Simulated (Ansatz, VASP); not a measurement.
## Mg6CoBi in VASP and in Ansatz

INCAR

```
SYSTEM = Mg6CoBi
PREC = Accurate ; ENCUT = 520
EDIFF = 1E-7 ; ISMEAR = -1
SIGMA = 0.05 ; LREAL = .FALSE.
LASPH = .TRUE. ; NELM = 150
ALGO = Normal ; ISIF = 2
LWAVE = .FALSE. ; LCHARG = .FALSE.
ISPIN = 2 ; MAGMOM = 0 2 0 0 0 0 0 0
LORBIT = 11 ; LMAXMIX = 4
GGA = PE ; NBANDS = 32
```

Contents of KPOINTS:

```
Automatic mesh
0
G
  6 5 5
  0 0 0
```

The input POSCAR:

```
Mg6CoBi
1.0
    4.7510935246      0.0000000000      0.0000000000
    0.0000000000      3.0855017946      5.4184997445
    0.0000000000     -3.0855017946      5.4184997445
Bi Co Mg
1 1 6
Direct
    0.5000000000      0.6710880000      0.6710880000
    0.0000000000      0.8646570000      0.8646570000
    0.5000000000      0.1697780000      0.1697780000
    0.5000000000      0.6759050000      0.1429530000
    0.5000000000      0.1429530000      0.6759050000
    0.0000000000      0.3324370000      0.3324370000
    0.0000000000      0.8371520000      0.3060300000
    0.0000000000      0.3060300000      0.8371520000
```

The input input.yaml:

```yaml
crystal:
  lattice:
    - [4.7510935246, 0.0, 0.0]
    - [0.0, 3.0855017946, 5.4184997445]
    - [0.0, -3.0855017946, 5.4184997445]
  atoms:
    - { symbol: Bi, position: [0.5, 0.671088, 0.671088] }
    - { symbol: Co, position: [0.0, 0.864657, 0.864657], spin: 2.0 }
    - { symbol: Mg, position: [0.5, 0.169778, 0.169778] }
    - { symbol: Mg, position: [0.5, 0.675905, 0.142953] }
    - { symbol: Mg, position: [0.5, 0.142953, 0.675905] }
    - { symbol: Mg, position: [0.0, 0.332437, 0.332437] }
    - { symbol: Mg, position: [0.0, 0.837152, 0.30603] }
    - { symbol: Mg, position: [0.0, 0.30603, 0.837152] }
hamiltonian:
  xc: pbe
  pseudopotentials: { kind: paw }
magnetization:
  spin_polarized: true
kpoints:
  mp_grid: { grid: [6, 5, 5] }
scf:
  occupations: { method: fermi_dirac, width: 0.05 }
output:
  forces: true
  stress: true
  eigenvalues: true
```

Change from the starting cell: volume scaled by 0.94.

Alike in both runs: task single point; functional PBE; k mesh 6 × 5 × 5; occupations fermi-dirac, width 0.05 eV; collinear spin, ferromagnetic start.

|  | VASP | Ansatz |
| --- | --- | --- |
| version | VASP 6.6.1 | Ansatz 0.2.0 |
| potentials or method | VASP PAW PBE potentials, release 64 (Bi_d, Co, Mg) | Ansatz PAW |
| plane-wave cutoff (eV) | 520 | 420 |
| valence electrons in the cell | 36 | 92 |

Ansatz gave:

| Property | Result |
| --- | --- |
| gap on the k mesh at the Fermi level (eV) | none |
| pressure (GPa) | 3.8 |
| largest component of the traceless stress (GPa) | 0.15 |
| rms of the force components (eV/Å) | 0.046 |
| net moment per atom (μB) | 0.10 |
| size of the moment on the site where the two differ most (μB) | 0.99 |

Question: Which values does VASP return?

Answer: gap on the k mesh at the Fermi level (eV): none; pressure (GPa): 3.7; largest component of the traceless stress (GPa): 0.16; rms of the force components (eV/Å): 0.047; net moment per atom (μB): 0.10; size of the moment on the site where the two differ most (μB): 0.96.

Site moments also hang on the region over which each program counts them. Atom by atom the forces differ by 0.001 eV/Å (rms over components). A gap of «none» marks a metal or a gap that the smearing closes. The two sets of potentials don't hold the same shells in valence.

Caveats: spin-orbit coupling is left out, which moves the levels of the heavy elements.
